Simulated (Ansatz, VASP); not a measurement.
## Mg2NCl in VASP and in Ansatz

```
CELL_PARAMETERS angstrom
1.63388 0.94332 6.20144
-1.63388 0.94332 6.20144
0.00000 -1.88664 6.20144
ATOMIC_POSITIONS crystal
Mg 0.22282 0.22282 0.22282
Mg 0.77719 0.77719 0.77719
N 0.50000 0.50000 0.50000
Cl 0.00000 0.00000 0.00000
```

Alike in both runs: task single point; functional PBE; k mesh 12 × 12 × 12; occupations gaussian, width 0.05 eV; no spin polarisation.

```csv
,VASP,Ansatz
version,VASP 6.6.1,Ansatz 0.2.0
potentials or method,"VASP PAW PBE potentials, release 64 (Mg, N, Cl)","scalar-relativistic, plane waves, PAW"
plane-wave cutoff (eV),520,420
valence electrons in the cell,16,32
```

|  | VASP | Ansatz | Ansatz less VASP |
| --- | --- | --- | --- |
| gap on the k mesh at the Fermi level (eV) | 1.86 | 1.91 | +0.051 |
| least direct gap on the mesh (eV) | 1.86 | 1.91 | +0.051 |
| pressure (GPa) | 0.2 | 0.5 | +0.34 |
| largest component of the traceless stress (GPa) | 5.40 | 5.26 | -0.136 |
| rms of the force components (eV/Å) | 0.100 | 0.079 | -0.0219 |

Atom by atom the forces differ by 0.022 eV/Å (rms over components). The two sets of potentials don't hold the same shells in valence.

A k mesh can miss the band edges. A hybrid or GW would open this gap; PBE tends to underestimate it.
